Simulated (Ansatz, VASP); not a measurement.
## MoWSe3: VASP beside Ansatz

INCAR

```
SYSTEM = MoWSe3
  PREC = Accurate
  ENCUT = 600
  EDIFF = 1E-6
  ISMEAR = 0
  SIGMA = 0.1
  LREAL = .FALSE.
  LASPH = .TRUE.
  NELM = 60
  ALGO = Normal
  ISIF = 3
  LWAVE = .FALSE.
  LCHARG = .FALSE.
  GGA = PE
  IBRION = 2
  NSW = 90
  EDIFFG = -0.04
```

File KPOINTS:

```
Automatic mesh
0
G
  4 4 4
  0 0 0
```

POSCAR

```
MoWSe3
1.0
    4.6941052524      0.0000000000      0.0000000000
    0.0000000000      4.6941052524      0.0000000000
    0.0000000000      0.0000000000      4.6941052524
Mo W Se
1 1 3
Direct
    0.5000000000      0.5000000000      0.5000000000
    0.0000000000      0.0000000000      0.0000000000
    0.0000000000      0.5000000000      0.5000000000
    0.5000000000      0.0000000000      0.5000000000
    0.5000000000      0.5000000000      0.0000000000
```

Input for Ansatz:

```yaml
crystal:
  lattice:
    - [4.6941052524, 0.0, 0.0]
    - [0.0, 4.6941052524, 0.0]
    - [0.0, 0.0, 4.6941052524]
  atoms:
    - { symbol: Mo, position: [0.5, 0.5, 0.5] }
    - { symbol: W, position: [0.0, 0.0, 0.0] }
    - { symbol: Se, position: [0.0, 0.5, 0.5] }
    - { symbol: Se, position: [0.5, 0.0, 0.5] }
    - { symbol: Se, position: [0.5, 0.5, 0.0] }
basis:
  ecutwfc: 420
kpoints:
  mp_grid: { grid: [4, 4, 4] }
hamiltonian:
  xc: pbe
scf:
  occupations: { method: gaussian, width: 0.1 }
  lower_state_search: "off"
output:
  forces: true
  stress: true
  eigenvalues: true
relax:
  adjacent_minimum: "off"
  f_tol: 0.04
  max_steps: 70
  cell: { stress_tol: 0.4 }
```

Alike in both runs: task relaxation of cell and atoms; functional PBE; k mesh 4 × 4 × 4; occupations gaussian, width 0.1 eV; no spin polarisation.

|  | VASP | Ansatz |
| --- | --- | --- |
| version | VASP 6.6.1 | Ansatz 0.2.0 |
| potentials or method | VASP PAW PBE potentials, release 64 (Mo_sv, W_sv, Se) | scalar-relativistic, plane waves, PAW |
| plane-wave cutoff (eV) | 600 | 420 |
| valence electrons in the cell | 46 | 76 |

VASP gave:

* gap on the k mesh at the Fermi level, each at its own relaxed structure (eV): none
* relaxed volume (Å³/atom): 22.49
* relaxed cell length with the largest relative difference (Å): 4.827
* energy change over the relaxation (meV/atom): -48

Task: Estimate Ansatz's values.

Result: gap on the k mesh at the Fermi level, each at its own relaxed structure (eV): none; relaxed volume (Å³/atom): 22.49; relaxed cell length with the largest relative difference (Å): 4.827; energy change over the relaxation (meV/atom): -46.

A gap of «none» marks a metal or a gap that the smearing closes. The two sets of potentials don't hold the same shells in valence.

The runs have no spin-orbit coupling, so splittings on W are missing.
